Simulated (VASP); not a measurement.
HgTe (Coloradoite):

```xyz
2
Lattice="0.0000 3.2580 3.2580 3.2580 0.0000 3.2580 3.2580 3.2580 0.0000" Properties=species:S:1:pos:R:3 pbc="T T T"
Hg    0.0000    0.0000    0.0000
Te    1.6290    1.6290    1.6290
```

Base run:

| Quantity | Value |
| --- | --- |
| Program | VASP 6.6.1 |
| Functional | HSE06 |
| Potentials or basis | VASP PAW PBE potentials, release 64 (Hg, Te) |
| Cutoff | 520 eV |
| k mesh | 6 × 6 × 6 |
| Occupations | gaussian, width 0.03 eV |
| Spin | no spin polarisation |

Its results: pressure 0.9 GPa.

**Question.** The run is repeated on the same cell with these changes: functional from HSE06 to PBE; further incar settings from ALGO = Normal; EDIFF = 1e-07 to ALGO = Fast; EDIFF = 1e-07. What comes out?

**Answer.** Pressure 2.6 GPa.

Caveats: the PAW data sets were made with another functional, which shifts forces and pressure a little (some runs).
